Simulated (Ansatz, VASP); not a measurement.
# Sn9Ge55 (Ge0.86Sn0.14, diamond) in two plane-wave programs

One calculation is typed for both programs; each brings its own data sets. How far apart do they land? The cell is invented: As first built, before any earlier steps moved the atoms (in the runner's words): 2x2x2 conventional cells of the Ge type (64 atoms: 55 Ge, 9 Sn); Ge/Sn share their sites, the best of 600 random draws by like-pair counts in two shells; start lattice by linear mixing of the end members' cells; atoms moved at random by 0.02 A. It may not be a known or stable phase. The structure shown is the end of the Ansatz relaxation below.

Main program and level: Ansatz 0.2.0; plane waves, with VASP 6.6.1 beside it; single point at PBE with D3(BJ).

## 1. The structure

The cell holds 64 atoms: 55 Ge and 9 Sn. Its edges and angles: a = 11.643 Å, b = 11.655 Å, c = 11.643 Å, α = 90.0°, β = 90.1°, γ = 90.0°. It derives from Ge (Ge type, space group 227), repeated 2×2×2. As first built, before any earlier steps moved the atoms (in the runner's words): 2x2x2 conventional cells of the Ge type (64 atoms: 55 Ge, 9 Sn); Ge/Sn share their sites, the best of 600 random draws by like-pair counts in two shells; start lattice by linear mixing of the end members' cells; atoms moved at random by 0.02 A.

## 2. Ansatz: relaxation, PBE with D3(BJ)

Ansatz runs on its default PAW (the set named soft_2) files.

This run makes the geometry at which the two programs are then compared.

File input.yaml:

```yaml
crystal:
  lattice:
    - [11.77344, -0.00132, -0.00111]
    - [-0.00132, 11.77685, -9.0e-05]
    - [-0.00111, -9.0e-05, 11.77317]
  atoms:
    - { symbol: Ge, position: [0.99866, 0.99996, 0.25057] }
    - { symbol: Ge, position: [0.12642, 0.37319, 0.12535] }
    - { symbol: Ge, position: [0.00152, 0.24573, 0.00132] }
    - { symbol: Ge, position: [0.12313, 0.12494, 0.37518] }
    - { symbol: Ge, position: [0.24243, 0.0058, 0.00697] }
    - { symbol: Ge, position: [0.37487, 0.37499, 0.37571] }
    - { symbol: Ge, position: [0.24917, 0.24992, 0.25291] }
    - { symbol: Ge, position: [0.36791, 0.12172, 0.13212] }
    - { symbol: Ge, position: [0.001, 0.00212, 0.74954] }
    - { symbol: Ge, position: [0.13063, 0.36899, 0.61709] }
    - { symbol: Ge, position: [0.00161, 0.2464, 0.49833] }
    - { symbol: Ge, position: [0.12357, 0.12492, 0.87552] }
    - { symbol: Ge, position: [0.2439, 0.0063, 0.50595] }
    - { symbol: Ge, position: [0.35879, 0.37401, 0.87591] }
    - { symbol: Ge, position: [0.2471, 0.24696, 0.74929] }
    - { symbol: Ge, position: [0.375, 0.12696, 0.62508] }
    - { symbol: Ge, position: [0.00854, 0.49258, 0.25593] }
    - { symbol: Ge, position: [0.12251, 0.87749, 0.12541] }
    - { symbol: Ge, position: [0.0067, 0.76033, 0.99406] }
    - { symbol: Ge, position: [0.12413, 0.62194, 0.37587] }
    - { symbol: Ge, position: [0.2473, 0.5016, 0.00246] }
    - { symbol: Ge, position: [0.24208, 0.7437, 0.24493] }
    - { symbol: Ge, position: [0.3726, 0.62131, 0.12735] }
    - { symbol: Ge, position: [0.12183, 0.87702, 0.62458] }
    - { symbol: Ge, position: [0.00148, 0.75424, 0.49603] }
    - { symbol: Ge, position: [0.13062, 0.63112, 0.87941] }
    - { symbol: Ge, position: [0.2498, 0.49934, 0.49536] }
    - { symbol: Ge, position: [0.24506, 0.74791, 0.7427] }
    - { symbol: Ge, position: [0.36658, 0.62817, 0.61531] }
    - { symbol: Ge, position: [0.50462, 0.00694, 0.24677] }
    - { symbol: Ge, position: [0.62176, 0.37146, 0.14125] }
    - { symbol: Ge, position: [0.62674, 0.12536, 0.37509] }
    - { symbol: Ge, position: [0.75257, 0.99839, 0.99881] }
    - { symbol: Ge, position: [0.88305, 0.36704, 0.37101] }
    - { symbol: Ge, position: [0.75263, 0.2465, 0.25302] }
    - { symbol: Ge, position: [0.87474, 0.12336, 0.12484] }
    - { symbol: Ge, position: [0.5062, 0.00416, 0.74199] }
    - { symbol: Ge, position: [0.62572, 0.3602, 0.62358] }
    - { symbol: Ge, position: [0.4987, 0.2465, 0.49705] }
    - { symbol: Ge, position: [0.63207, 0.11857, 0.86908] }
    - { symbol: Ge, position: [0.75137, 0.00176, 0.49814] }
    - { symbol: Ge, position: [0.87703, 0.35774, 0.87216] }
    - { symbol: Ge, position: [0.75344, 0.24065, 0.74646] }
    - { symbol: Ge, position: [0.87778, 0.12263, 0.62214] }
    - { symbol: Ge, position: [0.49598, 0.5013, 0.25378] }
    - { symbol: Ge, position: [0.62625, 0.88111, 0.12735] }
    - { symbol: Ge, position: [0.49793, 0.75375, 0.0156] }
    - { symbol: Ge, position: [0.61771, 0.63092, 0.37157] }
    - { symbol: Ge, position: [0.87443, 0.8787, 0.37604] }
    - { symbol: Ge, position: [0.7441, 0.76011, 0.25683] }
    - { symbol: Ge, position: [0.62814, 0.87861, 0.62098] }
    - { symbol: Ge, position: [0.50282, 0.74825, 0.50491] }
    - { symbol: Ge, position: [0.8792, 0.88108, 0.87337] }
    - { symbol: Ge, position: [0.75781, 0.76484, 0.7443] }
    - { symbol: Ge, position: [0.87688, 0.63852, 0.62281] }
    - { symbol: Sn, position: [0.37337, 0.87617, 0.37464] }
    - { symbol: Sn, position: [0.00209, 0.49968, 0.74967] }
    - { symbol: Sn, position: [0.37376, 0.87846, 0.87541] }
    - { symbol: Sn, position: [0.49711, 0.24701, 0.00029] }
    - { symbol: Sn, position: [0.75187, 0.48701, 0.0028] }
    - { symbol: Sn, position: [0.88344, 0.63212, 0.13255] }
    - { symbol: Sn, position: [0.49014, 0.49449, 0.74277] }
    - { symbol: Sn, position: [0.6255, 0.6371, 0.87349] }
    - { symbol: Sn, position: [0.75098, 0.49955, 0.49668] }
kpoints:
  mp_grid: { grid: [2, 2, 2], shift: [0.5, 0.5, 0.5] }
hamiltonian:
  xc: pbe
  dispersion: d3bj
scf:
  occupations: { method: fermi_dirac, width: 0.01 }
output:
  forces: true
  stress: true
relax:
  f_tol: 0.02
  max_steps: 25
  cell: { stress_tol: 0.1 }
```

Launch:

```
$ ansatz run input.yaml --threads 32 --pin off --max-ram 143360MiB --backend cuda --events-out ev --progress --plain --runs-dir out
```

Numbers of over 12 decimals in the logs are rounded to 6 here.

The log of the run:

```text
Engine: ansatz 0.2.0, aarch64-unknown-linux-gnu
Pseudopotentials: kind: paw
Pseudopotential: Ge, paw, valence charge 14, recommended cutoff 420 eV (normal), Ge.paw.azcp
Pseudopotential: Sn, paw, valence charge 14, recommended cutoff 420 eV (normal), Sn.paw.azcp
device memory: the entry about to start is reckoned to put 21.7 GiB on a device that reports 182.5 GiB free
GPU FFT provider: cuFFT
GPU libraries: cuBLAS 13.8.1, cuFFT 12.4.0, cuSOLVER 12.3.2
GPU matrix products: emulated (plane waves: as basis.precision tells), large ones in fixed point in workspaces of 1.00 GiB
Crystal: 64 atoms, lattice volume = 1632.398 Å³
Basis set: ecut = 420 eV, 31913 PW (Γ), exchange–correlation on 160×160×160 points (8 copies of the dense FFT grid, shifted against one another)
Bands: 538, of which v1, the nominal top of the filled ones, is band 448 counted from 1 (447 counted from 0)
k-points: 4 of 8 (time reversal used)
GPU buffer pool allocated for 512000 grid points (all kernels)
GPU transforms: local potential and band sums: pruned to the plane-wave sphere, on 80×80×80
relax step   1: F+E_penalty+E_count = -290458.00250990 eV  Δ(F+E_penalty+E_count) = +0.000e0 eV  max|allowed force component| = 1.485e-2 eV/Å  Δτ_max = 0.0000 Å  P = -1.738 GPa  Ω = 1632.398 Å³  (10 SCF iters, dr2 threshold 1.00e-7 eV, accepted)
[...]
relax step   2: F+E_penalty+E_count = -290458.24656171 eV  Δ(F+E_penalty+E_count) = -2.441e-1 eV  max|allowed force component| = 3.316e-1 eV/Å  Δτ_max = 0.0244 Å  P = +0.394 GPa  Ω = 1571.033 Å³  energy of the carried Pulay correction = +1.018e-2 eV  (7 SCF iters, dr2 threshold 6.40e-6 eV, accepted)
[...]
relax step   3: F+E_penalty+E_count = -290458.30047003 eV  Δ(F+E_penalty+E_count) = -5.391e-2 eV  max|allowed force component| = 1.736e-1 eV/Å  Δτ_max = 0.0402 Å  P = +0.033 GPa  Ω = 1578.800 Å³  energy of the carried Pulay correction = +8.871e-3 eV  (6 SCF iters, dr2 threshold 6.40e-6 eV, accepted)
[...]
relax step   4: F+E_penalty+E_count = -290458.30655535 eV  Δ(F+E_penalty+E_count) = -6.085e-3 eV  max|allowed force component| = 9.131e-3 eV/Å  Δτ_max = 0.0191 Å  P = +0.003 GPa  Ω = 1579.894 Å³  energy of the carried Pulay correction = +8.687e-3 eV  (5 SCF iters, dr2 threshold 1.88e-6 eV, accepted)
[...]
relax step   5: F+E_penalty+E_count = -290458.29767995 eV  Δ(F+E_penalty+E_count) = +8.875e-3 eV  max|allowed force component| = 9.046e-3 eV/Å  Δτ_max = 0.0000 Å  P = +0.004 GPa  Ω = 1579.894 Å³  stress off target by 5.26e-3 GPa  SCF on the basis re-selected at this cell (its energy is not comparable with the rows above)  (6 SCF iters)
basis re-selected at this cell: Δ(F+E_penalty+E_count) = +8.875e-3 eV, ΔP = +0.001 GPa vs the last step (what re-selecting the basis moved, of the pressure what is left beyond the Pulay correction that the steps carried, after the strain that the cell walked since its last selection, with what the two solves' SCF thresholds leave and, on support functions, any second-order correction that the steps lacked; it is no m [...]
SCF converged after 6 iterations
Free energy (F): -290458.297680 eV
Internal energy: -290458.297680 eV  (E = F + TS)
E sigma→0 (E₀):  -290458.297680 eV
Entropy (-TS):   -0.000000 eV (-0.000 meV/atom)
Fermi energy:    8.146866 eV
--- Forces (eV/Å), atoms counted from 1 ---
  max |Σ_I F_I| component: 1.14e-6 eV/Å
--- Stress (GPa, compression-positive) ---
        0.004882      -0.000013       0.000291
       -0.000013       0.001442       0.000511
        0.000291       0.000511       0.004967
  P = ⅓ Tr σ = 0.0038 GPa (0.038 kbar)
--- Band table (eV) ---
--- Relaxed structure (4 steps of the walk, 4 accepted, 1 SCFs on fresh bases) ---
  F+E_penalty+E_count = -290458.29767995 eV   max|allowed force component| = 9.046e-3 eV/Å   (the final SCF, on the basis selected at the relaxed cell)
  cell:  # Å, volume = 1579.8942 Å³
    - [11.642882, -0.000748129, -0.00514016]
    - [-0.000747145, 11.654602, -0.00161418]
    - [-0.0051402, -0.00161427, 11.643141]
  atoms:
    [... one line an atom ...]
```

## 3. VASP: single point, PBE with D3(BJ)

The same cell, functional, mesh and smearing now go to VASP, with its own data sets.

Lines of VASP's logs that name or quote its potential files are left out, and so is its time.

File INCAR:

```
SYSTEM = Sn9Ge55
PREC = Accurate
ENCUT = 410
EDIFF = 1E-06
NELM = 120
ISMEAR = -1
SIGMA = 0.01
LREAL = Auto
ALGO = Normal
GGA = PE
IVDW = 12
NBANDS = 520
LORBIT = 11
LWAVE = .FALSE.
LCHARG = .FALSE.
ISIF = 2
ISYM = 0
LASPH = .TRUE.
GGA_COMPAT = .FALSE.
EFERMI = MIDGAP
KPAR = 4
```

File POSCAR:

```
Sn9Ge55
1.0
   11.6428820000     -0.0007480000     -0.0051400000
   -0.0007470000     11.6546020000     -0.0016140000
   -0.0051400000     -0.0016140000     11.6431410000
Ge Sn
55 9
Direct
    0.9985300000      0.9999400000      0.2506900000
    0.1264900000      0.3732000000      0.1252400000
    0.0018000000      0.2456100000      0.0015000000
    0.1232100000      0.1248100000      0.3750900000
    0.2424400000      0.0058400000      0.0071400000
    0.3749700000      0.3749700000      0.3756900000
    0.2491400000      0.2499300000      0.2530200000
    0.3679600000      0.1218200000      0.1321900000
    0.0010900000      0.0022900000      0.7496200000
    0.1305900000      0.3690500000      0.6169300000
    0.0016000000      0.2462800000      0.4983300000
    0.1237600000      0.1248400000      0.8755400000
    0.2439400000      0.0063200000      0.5061700000
    0.3583700000      0.3739200000      0.8760600000
    0.2468500000      0.2467700000      0.7491300000
    0.3751100000      0.1270900000      0.6251900000
    0.0085700000      0.4923800000      0.2560500000
    0.1223800000      0.8776900000      0.1255400000
    0.0067400000      0.7604600000      0.9937800000
    0.1241200000      0.6220100000      0.3760200000
    0.2472100000      0.5016900000      0.0026300000
    0.2417200000      0.7435400000      0.2447000000
    0.3726000000      0.6212700000      0.1273700000
    0.1216700000      0.8770600000      0.6246300000
    0.0016600000      0.7542200000      0.4957400000
    0.1307000000      0.6311200000      0.8794300000
    0.2497900000      0.4991400000      0.4952400000
    0.2450900000      0.7478600000      0.7425900000
    0.3664900000      0.6282900000      0.6150700000
    0.5046700000      0.0070900000      0.2468400000
    0.6215100000      0.3714000000      0.1415700000
    0.6269300000      0.1254300000      0.3750100000
    0.7526900000      0.9982700000      0.9987900000
    0.8829900000      0.3670100000      0.3710500000
    0.7527400000      0.2464600000      0.2530000000
    0.8747200000      0.1233900000      0.1248100000
    0.5062500000      0.0040400000      0.7417800000
    0.6257800000      0.3599500000      0.6237400000
    0.4986100000      0.2463200000      0.4968000000
    0.6321400000      0.1184800000      0.8690900000
    0.7513500000      0.0019100000      0.4980300000
    0.8769600000      0.3572900000      0.8721600000
    0.7535700000      0.2402700000      0.7462700000
    0.8780200000      0.1224800000      0.6219000000
    0.4958400000      0.5013400000      0.2538500000
    0.6263500000      0.8814700000      0.1273500000
    0.4980100000      0.7537200000      0.0159400000
    0.6176000000      0.6309800000      0.3715200000
    0.8744500000      0.8787400000      0.3761300000
    0.7439300000      0.7601400000      0.2568700000
    0.6281500000      0.8787500000      0.6205800000
    0.5028400000      0.7483200000      0.5050500000
    0.8793500000      0.8812500000      0.8733500000
    0.7577200000      0.7653500000      0.7443200000
    0.8768700000      0.6389500000      0.6229100000
    0.3731800000      0.8761500000      0.3744400000
    0.0017700000      0.4994700000      0.7498100000
    0.3738200000      0.8785500000      0.8754600000
    0.4972000000      0.2470100000      0.0000500000
    0.7519700000      0.4868500000      0.0029700000
    0.8836900000      0.6324200000      0.1326500000
    0.4900100000      0.4943100000      0.7428200000
    0.6256500000      0.6372100000      0.8733700000
    0.7509300000      0.4995400000      0.4968700000
```

File KPOINTS:

```
Points of the shifted mesh
8
Reciprocal
 0.2500000000  0.2500000000  0.2500000000 1
 0.2500000000  0.2500000000  0.7500000000 1
 0.2500000000  0.7500000000  0.2500000000 1
 0.2500000000  0.7500000000  0.7500000000 1
 0.7500000000  0.2500000000  0.2500000000 1
 0.7500000000  0.2500000000  0.7500000000 1
 0.7500000000  0.7500000000  0.2500000000 1
 0.7500000000  0.7500000000  0.7500000000 1
```

The projector-augmented-wave data sets are Ge_d and Sn_d (PBE family, release 64).

Launch:

```
$ mpirun -np 8 vasp_std
```

The log of the run:

```text
[banner, memory and clock lines left out]
running    8 mpi-ranks, on    1 nodes
[...]
|                                                                             |
|           W    W    AA    RRRRR   N    N  II  N    N   GGGG   !!!           |
|           W    W   A  A   R    R  NN   N  II  NN   N  G    G  !!!           |
|           W    W  A    A  R    R  N N  N  II  N N  N  G       !!!           |
|           W WW W  AAAAAA  RRRRR   N  N N  II  N  N N  G  GGG   !            |
|           WW  WW  A    A  R   R   N   NN  II  N   NN  G    G                |
|           W    W  A    A  R    R  N    N  II  N    N   GGGG   !!!           |
|                                                                             |
|     For optimal performance we recommend to set                             |
|       NCORE = 2 up to number-of-cores-per-socket                            |
|     NCORE specifies how many cores store one orbital (NPAR=cpu/NCORE).      |
|     This setting can greatly improve the performance of VASP for DFT.       |
|     The default, NCORE=1 might be grossly inefficient on modern             |
|     multi-core architectures or massively parallel machines. Do your        |
|     Unfortunately you need to use the default for GW and RPA                |
|     calculations (for HF NCORE is supported but not extensively tested      |
|     yet).                                                                   |
|                                                                             |

 LDA part: xc-table for (Slater+PW92), standard interpolation
 POSCAR, INCAR and KPOINTS ok, starting setup
[...]
entering main loop
       N       E                     dE             d eps       ncg     rms          rms(c)
DAV:   1     0.150029501649E+05    0.15003E+05   -0.30494E+05  8824   0.399E+03
DAV:   2     0.349354701472E+04   -0.11509E+05   -0.11149E+05  8320   0.994E+02
DAV:   3     0.284145753579E+03   -0.32094E+04   -0.30724E+04  8392   0.300E+02
DAV:   4    -0.242406284816E+03   -0.52655E+03   -0.49505E+03  9264   0.121E+02
[...]
DAV:  16    -0.280717814599E+03   -0.22332E-05   -0.19024E-05  8736   0.222E-02    0.355E-03
DAV:  17    -0.280717817200E+03   -0.26010E-05   -0.11260E-05  6976   0.195E-02    0.165E-03
DAV:  18    -0.280717817831E+03   -0.63182E-06   -0.49048E-06  6840   0.131E-02
   1 F= -.29941289E+03 E0= -.29941289E+03  d E =-.352072E-07
```

OUTCAR, selected parts (step 3):

```text
 Edisp (eV)  -18.69507

  Total      -3.36742    -3.40749    -3.36057     0.00211     0.00141     0.00461
  in kB      -3.41492    -3.45555    -3.40797     0.00214     0.00143     0.00467
  external pressure =       -3.43 kB  Pullay stress =        0.00 kB

 POSITION                                       TOTAL-FORCE (eV/Angst)
 -----------------------------------------------------------------------------------
     11.62373     11.65275      2.91207        -0.000125     -0.001163     -0.001455
      1.47179      4.34920      1.45693        -0.000882      0.001603      0.004845
      0.02077      2.86248      0.01706         0.000290      0.000642     -0.001572
      1.43250      1.45391      4.36639        -0.000584      0.002461      0.002784
      2.82266      0.06787      0.08188         0.001516     -0.001786      0.002435
      4.36352      4.36924      4.37168        -0.002471     -0.000150     -0.000323
      2.89922      2.91224      2.94426         0.001090     -0.000562     -0.002699
      4.28334      1.41928      1.53702        -0.000415      0.002455     -0.000158
      0.00884      0.02548      8.72792        -0.001556     -0.001756     -0.000548
      1.51700      4.30004      7.18174        -0.001996      0.000869      0.002936
      0.01588      2.86949      5.80172         0.001101      0.000333     -0.005408
      1.43633      1.45345     10.19320        -0.000645     -0.000411     -0.000103
      2.83756      0.07266      5.89214        -0.000358     -0.002788     -0.001708
      4.16768      4.35621     10.19764         0.000919     -0.000842     -0.000345
[...]
-----------------------------------------------------------------------------------
    total drift:                                0.004422      0.004184      0.000858

  FREE ENERGIE OF THE ION-ELECTRON SYSTEM (eV)
  ---------------------------------------------------
  free  energy   TOTEN  =      -299.4128850603 eV

  energy  without entropy=     -299.4128850251  energy(sigma->0) =     -299.41288504

[... 2 further parts left out ...]
```

The run ends at a pressure of -0.34 GPa, with forces up to 0.013 eV/Å.

## 4. Differences

Known differences besides the potentials themselves: the cutoff is 420 eV in Ansatz and 410 eV in VASP (PREC = Accurate, projectors in real space). Total energies have different zeros and are not compared.

The two programs side by side:

```
              quantity  Ansatz   VASP  difference
gap on the k mesh (eV)   0.314  0.316      -0.002
```

A gap on the mesh is an upper bound, since the band edges may lie between its points.

## 5. What came out

| Quantity | Value |
| --- | --- |
| difference in gap on the k mesh (single point, PBE with D3(BJ)) | -0.0016 eV |

In words: The difference in gap on the k mesh is -0.0016 eV (single point, PBE with D3(BJ)), within the 0.08 eV picked in this series as the mark of a large difference. How closely two codes agree says nothing of how well the functional describes the real material.

[Lines on the potential files, build, host, timing and source positions are cut from VASP's logs without a mark.]

[Logs are printed without paths, hosts, clocks, repeated set-up lines and the standing remarks that a program may print on its own settings, such as how far it seeks lower states.]

[Hosts, paths, dates, database ids (printed as entryN), source tags and the programs' standing remarks are cut or masked in the printed files.]
